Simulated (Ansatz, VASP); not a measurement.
# Cross-check of Ge (amorphous Ge) between VASP and Ansatz

Aim: how closely do two programs agree when they are given the same cell, functional and k mesh? The cell is taken from a series of runs on this material, whose earlier steps may have relaxed, scaled, displaced or heated it; both programs get it as it stands.

Calculated with Ansatz 0.2.0; plane waves, with VASP 6.6.1 beside it; single point at PBE.

### Step 1. The starting structure

The cell holds 61 atoms: 61 Ge. Cell: a = 11.638 Å, b = 11.725 Å, c = 11.405 Å, α = 87.8°, β = 91.0°, γ = 89.9°. As first built, before any earlier steps moved the atoms (in the runner's words): 61 atoms (61 Ge) placed at random at 4.57 g/cm^3, melted at 3500 K for 10 ps at fixed volume with the Tersoff potential (Tersoff, Phys. Rev. B 39, 5566 (1989)). Quenched from 3500 K to 100 K at 5 K/ps and fixed volume, held 5 ps, then minimised at fixed cell.

### Step 2. VASP: single point, PBE

A single point gives forces, pressure and levels at one fixed geometry, so differences don't come from the geometry; what else differs is listed under the comparison.

Lines of VASP's logs that name or quote its potential files are left out, and so is its time.

INCAR

```
SYSTEM = Ge
PREC = Accurate
ENCUT = 500
EDIFF = 1E-06
NELM = 120
ISMEAR = 0
SIGMA = 0.05
LREAL = Auto
ALGO = Normal
GGA = PE
NBANDS = 496
LORBIT = 11
LWAVE = .FALSE.
LCHARG = .FALSE.
ISIF = 2
LASPH = .TRUE.
GGA_COMPAT = .FALSE.
EFERMI = MIDGAP
NCORE = 2
```

POSCAR

```
Ge
1.0
   11.6373600000      0.0153900000     -0.0963800000
    0.0153900000     11.7226300000      0.2213000000
   -0.0963800000      0.2213000000     11.4024100000
Ge
61
Direct
    0.7369500000      0.8510500000      0.5306900000
    0.6867800000      0.7048700000      0.9473000000
    0.4749600000      0.1367000000      0.7008300000
    0.8075500000      0.2949000000      0.1498700000
    0.6264900000      0.3867600000      0.0737400000
    0.2755300000      0.0307600000      0.3154600000
    0.4356700000      0.3102500000      0.1354000000
    0.3952200000      0.7600100000      0.3907300000
    0.7662000000      0.5103800000      0.4452000000
    0.0181700000      0.8744500000      0.9543000000
    0.0990800000      0.3456100000      0.4514900000
    0.8537400000      0.1532700000      0.0016100000
    0.2620100000      0.6509500000      0.2371000000
    0.5967400000      0.5907000000      0.1078500000
    0.7692100000      0.1745300000      0.3216400000
    0.6886000000      0.2993000000      0.4749400000
    0.0628700000      0.8366700000      0.5666700000
    0.5939500000      0.8411800000      0.3610600000
    0.3140600000      0.4347100000      0.2574300000
    0.1275400000      0.0892700000      0.7132300000
    0.0892700000      0.6681400000      0.9970000000
    0.9491200000      0.0706400000      0.3733200000
    0.3891000000      0.4820600000      0.6273400000
    0.6338200000      0.0263400000      0.2396000000
    0.3792800000      0.7822000000      0.7242900000
    0.4792800000      0.2166400000      0.4826900000
    0.8258000000      0.2753900000      0.8252300000
    0.7721200000      0.9874100000      0.6926800000
    0.4633800000      0.3399800000      0.7784700000
    0.9815900000      0.9335300000      0.7439500000
    0.6851200000      0.6588000000      0.2918500000
    0.1317900000      0.3213200000      0.2380000000
    0.2546700000      0.6073100000      0.7262700000
    0.3219300000      0.3401800000      0.9471000000
    0.3172000000      0.3654900000      0.4675700000
    0.8233800000      0.8390200000      0.0382800000
    0.6024600000      0.0007500000      0.8366600000
    0.1507600000      0.2215600000      0.8846100000
    0.4894700000      0.6618300000      0.5750100000
    0.0556300000      0.0762200000      0.0206500000
    0.9712400000      0.5790900000      0.8193800000
    0.3162600000      0.9910000000      0.6707000000
    0.0127200000      0.1766600000      0.5472100000
    0.7030400000      0.6473600000      0.5975600000
    0.0187900000      0.6038400000      0.2089900000
    0.4542700000      0.1359500000      0.2755400000
    0.9780700000      0.4128200000      0.1136400000
    0.8151600000      0.1930200000      0.6313500000
    0.2600300000      0.8994100000      0.4857500000
    0.1010200000      0.1123800000      0.2252300000
    0.8672300000      0.7507800000      0.2356900000
    0.6561800000      0.3941600000      0.8579500000
    0.7044300000      0.0130500000      0.0326300000
    0.9113800000      0.8660100000      0.4112100000
    0.4057100000      0.6873100000      0.0661200000
    0.9931000000      0.5291200000      0.4420100000
    0.7539200000      0.5783700000      0.7989700000
    0.0629000000      0.6337900000      0.6251200000
    0.2726300000      0.5623600000      0.9417500000
    0.9993400000      0.3775300000      0.8890600000
    0.5057400000      0.8109500000      0.8957700000
```

KPOINTS

```
Automatic mesh
0
Gamma
1 1 1
0 0 0
```

The projector-augmented-wave data sets are Ge_d (PBE family, release 64).

Launch:

```bash
mpirun -np 8 vasp_gam
```

Numbers of over 12 decimals in the logs are rounded to 6 here.

What it wrote:

```text
[banner, memory and clock lines left out]
running    8 mpi-ranks, on    1 nodes
[...]
LDA part: xc-table for (Slater+PW92), standard interpolation
 POSCAR, INCAR and KPOINTS ok, starting setup
[...]
entering main loop
       N       E                     dE             d eps       ncg     rms          rms(c)
DAV:   1     0.176142618891E+05    0.17614E+05   -0.34700E+05  1008   0.521E+03
DAV:   2     0.416882942336E+04   -0.13445E+05   -0.12953E+05   992   0.120E+03
DAV:   3     0.595172133886E+03   -0.35737E+04   -0.34397E+04   992   0.323E+02
DAV:   4    -0.181530698715E+03   -0.77670E+03   -0.71591E+03  1096   0.140E+02
[...]
DAV:  18    -0.263130978336E+03   -0.59259E-05   -0.55138E-05  1152   0.354E-02    0.231E-03
DAV:  19    -0.263130979617E+03   -0.12812E-05   -0.14211E-05   912   0.202E-02    0.158E-03
DAV:  20    -0.263130979900E+03   -0.28222E-06   -0.38574E-06   856   0.141E-02
   1 F= -.26313098E+03 E0= -.26313098E+03  d E =-.643718E-09
```

Parts of OUTCAR (step 2):

```text
  Total       -1.0448921     -1.1049486     -1.1219297     -0.0007548      0.0842589     -0.1247307
  in kB       -1.0767041     -1.1385890     -1.1560871     -0.0007778      0.0868242     -0.1285282
  external PRESSURE =      -1.1237934 kB  Pullay stress =       0.0000000 kB

 POSITION                                       TOTAL-FORCE (eV/Angst)
 -----------------------------------------------------------------------------------
      8.53810     10.10533      6.16846         0.000161      0.005675      0.006298
      7.91185      8.48314     10.89130        -0.012567     -0.000234     -0.003676
      5.46184      1.76489      7.97563         0.001711      0.009465      0.003282
      9.38784      3.50260      1.69631        -0.002378     -0.000169      0.001426
      7.28953      4.55980      0.86602         0.004437     -0.000192      0.001244
      3.17651      0.43464      3.57726        -0.005620      0.004735     -0.003407
      5.06177      3.67361      1.57055        -0.005488      0.004879     -0.000470
      4.57336      9.00187      4.58536        -0.011266     -0.006002      0.000637
      8.88149      6.09331      5.11545        -0.003907      0.001479      0.001851
      0.13293     10.46232     11.07308        -0.001995     -0.002584     -0.018310
      1.11483      4.15290      5.21501         0.001783      0.008612      0.002237
      9.93748      1.81022     -0.03001         0.010432     -0.006573     -0.001156
      3.03627      7.68735      2.82231        -0.010074      0.005310      0.004012
      6.94317      6.95761      1.30296         0.001554     -0.001451      0.009561
[...]
-----------------------------------------------------------------------------------
    total drift:                                0.000686     -0.000044      0.002096

  FREE ENERGIE OF THE ION-ELECTRON SYSTEM (eV)
  ---------------------------------------------------
  free  energy   TOTEN  =      -263.1309798996 eV

  energy  without entropy=     -263.1309798989  energy(sigma->0) =     -263.13097990

[... 3 further parts left out ...]
[key lines of the parts left out:]
E-fermi :   3.7572
```

The run ends at a pressure of -0.11 GPa, with forces up to 0.031 eV/Å.

### Step 3. Ansatz: single point, PBE

Ansatz runs on its PAW soft_1 files.

The same cell, functional, mesh and smearing now go to Ansatz, which takes its cutoff from its data sets.

input.yaml

```yaml
crystal:
  lattice:
    - [11.63736, 0.01539, -0.09638]
    - [0.01539, 11.72263, 0.2213]
    - [-0.09638, 0.2213, 11.40241]
  atoms:
    - { symbol: Ge, position: [0.73695, 0.85105, 0.53069] }
    - { symbol: Ge, position: [0.68678, 0.70487, 0.9473] }
    - { symbol: Ge, position: [0.47496, 0.1367, 0.70083] }
    - { symbol: Ge, position: [0.80755, 0.2949, 0.14987] }
    - { symbol: Ge, position: [0.62649, 0.38676, 0.07374] }
    - { symbol: Ge, position: [0.27553, 0.03076, 0.31546] }
    - { symbol: Ge, position: [0.43567, 0.31025, 0.1354] }
    - { symbol: Ge, position: [0.39522, 0.76001, 0.39073] }
    - { symbol: Ge, position: [0.7662, 0.51038, 0.4452] }
    - { symbol: Ge, position: [0.01817, 0.87445, 0.9543] }
    - { symbol: Ge, position: [0.09908, 0.34561, 0.45149] }
    - { symbol: Ge, position: [0.85374, 0.15327, 0.00161] }
    - { symbol: Ge, position: [0.26201, 0.65095, 0.2371] }
    - { symbol: Ge, position: [0.59674, 0.5907, 0.10785] }
    - { symbol: Ge, position: [0.76921, 0.17453, 0.32164] }
    - { symbol: Ge, position: [0.6886, 0.2993, 0.47494] }
    - { symbol: Ge, position: [0.06287, 0.83667, 0.56667] }
    - { symbol: Ge, position: [0.59395, 0.84118, 0.36106] }
    - { symbol: Ge, position: [0.31406, 0.43471, 0.25743] }
    - { symbol: Ge, position: [0.12754, 0.08927, 0.71323] }
    - { symbol: Ge, position: [0.08927, 0.66814, 0.997] }
    - { symbol: Ge, position: [0.94912, 0.07064, 0.37332] }
    - { symbol: Ge, position: [0.3891, 0.48206, 0.62734] }
    - { symbol: Ge, position: [0.63382, 0.02634, 0.2396] }
    - { symbol: Ge, position: [0.37928, 0.7822, 0.72429] }
    - { symbol: Ge, position: [0.47928, 0.21664, 0.48269] }
    - { symbol: Ge, position: [0.8258, 0.27539, 0.82523] }
    - { symbol: Ge, position: [0.77212, 0.98741, 0.69268] }
    - { symbol: Ge, position: [0.46338, 0.33998, 0.77847] }
    - { symbol: Ge, position: [0.98159, 0.93353, 0.74395] }
    - { symbol: Ge, position: [0.68512, 0.6588, 0.29185] }
    - { symbol: Ge, position: [0.13179, 0.32132, 0.238] }
    - { symbol: Ge, position: [0.25467, 0.60731, 0.72627] }
    - { symbol: Ge, position: [0.32193, 0.34018, 0.9471] }
    - { symbol: Ge, position: [0.3172, 0.36549, 0.46757] }
    - { symbol: Ge, position: [0.82338, 0.83902, 0.03828] }
    - { symbol: Ge, position: [0.60246, 0.00075, 0.83666] }
    - { symbol: Ge, position: [0.15076, 0.22156, 0.88461] }
    - { symbol: Ge, position: [0.48947, 0.66183, 0.57501] }
    - { symbol: Ge, position: [0.05563, 0.07622, 0.02065] }
    - { symbol: Ge, position: [0.97124, 0.57909, 0.81938] }
    - { symbol: Ge, position: [0.31626, 0.991, 0.6707] }
    - { symbol: Ge, position: [0.01272, 0.17666, 0.54721] }
    - { symbol: Ge, position: [0.70304, 0.64736, 0.59756] }
    - { symbol: Ge, position: [0.01879, 0.60384, 0.20899] }
    - { symbol: Ge, position: [0.45427, 0.13595, 0.27554] }
    - { symbol: Ge, position: [0.97807, 0.41282, 0.11364] }
    - { symbol: Ge, position: [0.81516, 0.19302, 0.63135] }
    - { symbol: Ge, position: [0.26003, 0.89941, 0.48575] }
    - { symbol: Ge, position: [0.10102, 0.11238, 0.22523] }
    - { symbol: Ge, position: [0.86723, 0.75078, 0.23569] }
    - { symbol: Ge, position: [0.65618, 0.39416, 0.85795] }
    - { symbol: Ge, position: [0.70443, 0.01305, 0.03263] }
    - { symbol: Ge, position: [0.91138, 0.86601, 0.41121] }
    - { symbol: Ge, position: [0.40571, 0.68731, 0.06612] }
    - { symbol: Ge, position: [0.9931, 0.52912, 0.44201] }
    - { symbol: Ge, position: [0.75392, 0.57837, 0.79897] }
    - { symbol: Ge, position: [0.0629, 0.63379, 0.62512] }
    - { symbol: Ge, position: [0.27263, 0.56236, 0.94175] }
    - { symbol: Ge, position: [0.99934, 0.37753, 0.88906] }
    - { symbol: Ge, position: [0.50574, 0.81095, 0.89577] }
kpoints:
  mp_grid: { grid: [1, 1, 1] }
hamiltonian:
  xc: pbe
  pseudopotentials: { kind: paw, azcp: { folder: soft_1 } }
scf:
  occupations: { method: gaussian, width: 0.05 }
output:
  forces: true
  stress: true
  populations: true
  dos:
    method: { smearing: { sigma: 0.1 } }
    de: 0.1
    projected: { site_lists: { Ge: [Ge] } }
  eigenvalues: true
  write_density: true
  write_potential: true
  volumetric_format: npy
  elf: true
```

Launch:

```bash
ansatz run input.yaml --threads 4 --pin off --max-ram 8192MiB --backend cpu --events-out ev --progress --plain --runs-dir out
```

What it wrote:

```text
Engine: ansatz 0.2.0, x86_64-unknown-linux-gnu
Pseudopotentials: kind: paw
Pseudopotential: Ge, paw, valence charge 14, recommended cutoff 420 eV (normal), soft_1/Ge.paw.azcp
Functional definition: PBE
  parameter kappa = 0.804
  parameter beta = 0.066725
  exchange = pbe_x(kappa = kappa, mu = beta*pi^2/3)
  correlation = pbe_c(beta = beta)
Crystal: 61 atoms, lattice volume = 1554.840 Å³
Basis set: ecut = 420 eV, 30399 PW (Γ), exchange–correlation on 160×160×160 points (8 copies of the dense FFT grid, shifted against one another)
Bands: 513, of which v1, the nominal top of the filled ones, is band 427 counted from 1 (426 counted from 0)
Symmetry: 1 space group operations
Space group: P1 (ITA 1), of the structure as read, at distance tolerance 1.2e-4 Å
k-points: 1
Non-local potential: Ge, projectors of the file, l = 0: 2, l = 1: 2, l = 2: 3, l = 3: 1
PAW form: soft (Blöchl's): semilocal exchange-correlation on the pseudo side does not see the compensation charge
PAW one-centre angular grid: Ge, 590 points (default); XC on 64 Gauss nodes
Initial density: superposition of atomic densities (chi_scale 0.1, normalization cell)
Initial wavefunctions: pseudopotential atomic-orbital guess
Functional: x = pbe(κ = 0.804, μ = 0.219515), c = pbe(β = 0.066725)
SCF iter   1: F=—  HF=-261984.031276 eV  |F-HF|=—  |Δ(HF+E_count)|=         —  Δρ=3.04e-2  dr2=1.64e1  ethr=3.10e-3  ⟨swp⟩=6.0  Hψ=1827  notcnv=0
preconditioner: auto → Resta (q_TF=auto, 2.469 Å⁻¹)  ε∞=2.6  [insulator: Δε(μ)=0.590 eV  Ē_g=21.927 eV  σ=0.050 eV  W_gap=1.00  n_scr=398 (ndim 8)  ℏωp=27.5 eV  f_vac=0.076  D(μ)=0.00/eV (n_scr^D=0)  ε∞_Penn≈2.6]
SCF iter   2: F=—  HF=-261982.408560 eV  |F-HF|=—  |Δ(HF+E_count)|=    1.62e0  Δρ=1.75e-2  dr2=4.86e0  ethr=1.92e-3  ⟨swp⟩=2.0  Hψ=597  notcnv=0  defer=79
SCF iter   3: F=—  HF=-261982.352526 eV  |F-HF|=—  |Δ(HF+E_count)|=   5.60e-2  Δρ=7.01e-3  dr2=4.05e0  ethr=5.69e-4  ⟨swp⟩=3.0  Hψ=540  notcnv=0  defer=79
SCF iter   4: F=—  HF=-261981.947368 eV  |F-HF|=—  |Δ(HF+E_count)|=   4.05e-1  Δρ=2.00e-3  dr2=5.58e-1  ethr=4.74e-4  ⟨swp⟩=2.0  Hψ=597  notcnv=0  defer=79
SCF iter   5: F=—  HF=-261981.899970 eV  |F-HF|=—  |Δ(HF+E_count)|=   4.74e-2  Δρ=9.43e-4  dr2=2.78e-2  ethr=6.53e-5  ⟨swp⟩=2.0  Hψ=515  notcnv=0  defer=79
SCF iter   6: F=—  HF=-261981.918139 eV  |F-HF|=—  |Δ(HF+E_count)|=   1.82e-2  Δρ=5.11e-4  dr2=2.28e-2  ethr=3.26e-6  ⟨swp⟩=2.0  Hψ=861  notcnv=0  defer=79
SCF iter   7: F=—  HF=-261981.922003 eV  |F-HF|=—  |Δ(HF+E_count)|=   3.86e-3  Δρ=2.45e-4  dr2=5.62e-3  ethr=2.67e-6  ⟨swp⟩=2.0  Hψ=515  notcnv=0  defer=79
SCF iter   8: F=—  HF=-261981.923258 eV  |F-HF|=—  |Δ(HF+E_count)|=   1.26e-3  Δρ=9.91e-5  dr2=3.52e-4  ethr=6.58e-7  ⟨swp⟩=2.0  Hψ=507  notcnv=0  defer=79
SCF iter   9: F=—  HF=-261981.923801 eV  |F-HF|=—  |Δ(HF+E_count)|=   5.43e-4  Δρ=4.34e-5  dr2=1.15e-4  ethr=4.12e-8  ⟨swp⟩=2.0  Hψ=853  notcnv=0  defer=79
SCF iter  10: F=—  HF=-261981.923892 eV  |F-HF|=—  |Δ(HF+E_count)|=   9.17e-5  Δρ=2.55e-5  dr2=5.35e-5  ethr=1.35e-8  ⟨swp⟩=2.0  Hψ=861  notcnv=0  defer=79
SCF iter  11: F=—  HF=-261981.924144 eV  |F-HF|=—  |Δ(HF+E_count)|=   2.52e-4  Δρ=1.23e-5  dr2=4.43e-6  ethr=6.26e-9  ⟨swp⟩=2.0  Hψ=577  notcnv=0  defer=79
SCF iter  12: F=—  HF=-261981.924154 eV  |F-HF|=—  |Δ(HF+E_count)|=   9.71e-6  Δρ=5.69e-6  dr2=9.56e-7  ethr=5.18e-10  ⟨swp⟩=2.0  Hψ=861  notcnv=0  defer=79
SCF iter  13: F=—  HF=-261981.924157 eV  |F-HF|=—  |Δ(HF+E_count)|=   2.59e-6  Δρ=2.47e-6  dr2=5.06e-7  ethr=1.12e-10  ⟨swp⟩=3.0  Hψ=865  notcnv=0  defer=79
SCF iter  14: F=—  HF=-261981.924157 eV  |F-HF|=—  |Δ(HF+E_count)|=   2.37e-7  Δρ=1.45e-6  dr2=1.02e-7  ethr=5.93e-11  ⟨swp⟩=2.0  Hψ=521  notcnv=0  defer=79
SCF iter  15: F=-261981.924157 eV  HF=-261981.924157 eV  |F-HF|=1.56e-8  |Δ(HF+E_count)|=   6.51e-8  Δρ=6.85e-7  dr2=1.60e-8  ethr=1.17e-11  ⟨swp⟩=13.0  Hψ=3365  notcnv=0
SCF 1 converged in 15 iterations: F = -261981.924157 eV  dr2 = 1.60e-8
  greatest PAW one-centre occupation: 0.998 electrons in one spin orbital (limit 2), on the Ge atom at site 5 (counted from 0), in its partial waves of l = 2
SCF converged after 15 iterations
Free energy (F): -261981.924157 eV
Harris-Foulkes:  -261981.924157 eV  (|F-HF|=1.56e-8)
Internal energy: -261981.924157 eV  (E = F + TS)
E sigma→0 (E₀):  -261981.924157 eV
Fermi energy:    6.916196 eV
--- Per-component energies (eV) ---
  E_band       = -10270.833137
  E_kinetic    = 5610.095504
  E_local      = -150093.620843  (includes V_loc(G=0)·N_el)
  E_nonlocal   = 13217.776792
  E_hartree    = 71297.192766
  E_xc         = -4350.999252
  E_vxc        = -3941.015899  (∫ρ·V_xc dr)
  E_paw        = -122744.517564  (= ΣΔE_a)
  E_vpaw       = -17658.448284  (= ΣTr[D̂ρ^β])
  E_aug_tail   = 0.000941  (compensation charges beyond the density's cutoff)
  E_ewald      = -74917.852501
  E_smearing   = -0.000000  (= −TS)
  E_closure    = 0.000000  (closes the sum)
[...]
atom  27  Ge     0.00693322     0.00057553    -0.00126955
  atom  28  Ge    -0.00631347    -0.00250287     0.00107640
  atom  29  Ge    -0.00942654     0.00254972    -0.00881637
  atom  30  Ge     0.00509439    -0.00761966     0.00738277
  atom  31  Ge    -0.00433452     0.01292891    -0.00319948
  atom  32  Ge     0.00901489    -0.00749150    -0.00325800
  atom  33  Ge     0.00655139    -0.01160994    -0.00062286
  atom  34  Ge     0.00174229    -0.00313641     0.00138908
  atom  35  Ge    -0.00022787    -0.00617747     0.00239745
  atom  36  Ge    -0.00050744     0.01018229     0.00282523
  atom  37  Ge     0.00090614    -0.00898476    -0.00384753
  atom  38  Ge     0.00251953    -0.00393028     0.00343172
  atom  39  Ge    -0.00709454     0.00318086    -0.00053619
  atom  40  Ge    -0.00467063     0.00178379     0.00679885
  atom  41  Ge    -0.01513168    -0.01221271     0.01403655
  atom  42  Ge     0.00714817    -0.02484720     0.00519993
  atom  43  Ge    -0.00093144     0.00346491    -0.00124672
  atom  44  Ge     0.00156269     0.00276142    -0.00577880
  atom  45  Ge    -0.00491100    -0.01818413    -0.01205026
  atom  46  Ge     0.02158105     0.00407506     0.00515267
  atom  47  Ge    -0.00347316     0.00855647     0.00849073
  atom  48  Ge     0.00190076     0.00419089     0.00147035
  atom  49  Ge     0.00485239    -0.01799465     0.01507273
  atom  50  Ge    -0.00496536     0.00043188    -0.01282384
[...]
atom  54  Ge    -0.00488101     0.00486276    -0.00577431
  atom  55  Ge     0.01121744     0.00686264    -0.00167281
  atom  56  Ge    -0.01006383    -0.00445200     0.00024331
  atom  57  Ge    -0.00448593    -0.00131938    -0.00320891
  atom  58  Ge     0.00826558     0.01064349    -0.00965187
  atom  59  Ge     0.00454387     0.00283776    -0.00258724
  atom  60  Ge     0.00017782     0.00748052    -0.00222666
  atom  61  Ge     0.00218530    -0.00388947    -0.00149456
  max |Σ_I F_I| component: 7.48e-6 eV/Å
--- Stress (GPa, compression-positive) ---
        0.000664       0.000089      -0.011437
        0.000089      -0.006153       0.007361
       -0.011437       0.007361      -0.007503
  P = ⅓ Tr σ = -0.0043 GPa (-0.043 kbar)
--- Band table (eV) ---
  k-point 0: bands = [... 423 lower, 6.2349, 6.3579, 6.4531, 6.7012, 7.1312, 7.2584, 7.3828, 7.4787, ... 82 higher]
--- Löwdin populations: 61 sites ---
  site symbol       q [e]
     0     Ge     14.0111
     1     Ge     13.9730
     2     Ge     13.9617
     3     Ge     13.9757
     4     Ge     13.9896
     5     Ge     13.8458
     6     Ge     13.9596
     7     Ge     14.0113
     8     Ge     13.9929
     9     Ge     13.9624
    10     Ge     13.9677
    11     Ge     13.9815
    12     Ge     14.0155
    13     Ge     13.9781
    14     Ge     13.9707
    15     Ge     13.9995
    16     Ge     13.9609
    17     Ge     13.9587
    18     Ge     14.0040
    19     Ge     13.9715
    20     Ge     13.9329
    21     Ge     13.9687
    22     Ge     13.9952
    23     Ge     13.9682
[...]
53     Ge     13.9895
    54     Ge     13.9581
    55     Ge     13.9495
    56     Ge     13.9717
    57     Ge     13.9700
    58     Ge     13.9796
    59     Ge     13.9758
    60     Ge     13.9822
  spilling = 0.002058 (of n_electrons = 854.000000)
```

In the SCF lines HF is the Harris–Foulkes energy and dr2 the Hartree energy of the density residual, in eV; the loop may stop once dr2 is under the threshold and the program's other checks hold. Hψ counts applications of the Hamiltonian.

### Step 4. Comparison

Known differences besides the potentials themselves: the cutoff is 420 eV in Ansatz and 500 eV in VASP (PREC = Accurate, projectors in real space). Total energies have different zeros and are not compared.

The two programs side by side:

```tsv
quantity	Ansatz	VASP	difference
pressure (GPa)	0.00	-0.11	+0.11
gap on the k mesh (eV)	0.430	0.428	+0.002
```

At this near-relaxed geometry the largest component of a force difference is 5 meV/Å. A gap on the mesh is an upper bound, since the band edges may lie between its points.

### Step 5. Outcome

```json
{
  "difference in gap on the k mesh (single point, PBE)": "0.0024 eV"
}
```

In words: The difference in gap on the k mesh is 0.0024 eV (single point, PBE), within the 0.08 eV picked in this series as the mark of a large difference. How closely two codes agree says nothing of how well the functional describes the real material.

[Lines on the potential files, build, host, timing and source positions are cut from VASP's logs without a mark.]

[Logs are printed without paths, hosts, clocks, repeated set-up lines and the standing remarks that a program may print on its own settings, such as how far it seeks lower states.]

[Hosts, paths, dates, database ids (printed as entryN), source tags and the programs' standing remarks are cut or masked in the printed files.]
